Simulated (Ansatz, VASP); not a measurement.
**Ca2Al2O3: VASP beside Ansatz**

```xyz
7
Lattice="2.6982 1.5578 4.1778 -2.6982 1.5578 4.1778 0.0000 -3.1156 4.1778" Properties=species:S:1:pos:R:3 pbc="T T T"
Ca    0.0000    0.0000    0.0000
Ca    0.0000    0.0000    6.2667
Al    0.0000    0.0000    9.4874
Al    0.0000    0.0000    3.0460
O     1.3491    0.7789    2.0889
O     0.0000   -1.5578    2.0889
O    -1.3491    0.7789    2.0889
```

Change from the starting cell: species swapped into the Ni3Pb2S2 type (R-3m, No. 166).

Alike in both runs: functional PBE; k mesh 6 × 6 × 6; occupations gaussian, width 0.1 eV; no spin polarisation.

Ansatz relaxed the structure, and its values are those at the end. VASP's run is a single point on that final structure, the one shown.

|  | VASP | Ansatz |
| --- | --- | --- |
| version | VASP 6.6.1 | Ansatz 0.2.0 |
| potentials or method | VASP PAW PBE potentials, release 64 (Ca_sv, Al, O) | scalar-relativistic, plane waves, PAW |
| plane-wave cutoff (eV) | 520 | 420 |
| valence electrons in the cell | 44 | 44 |

```tsv
	VASP	Ansatz	Ansatz less VASP
gap on the k mesh at the Fermi level (eV)	none	none	-
pressure (GPa)	0.1	0.0	-0.10
```

A gap of «none» marks a metal or a gap that the smearing closes.
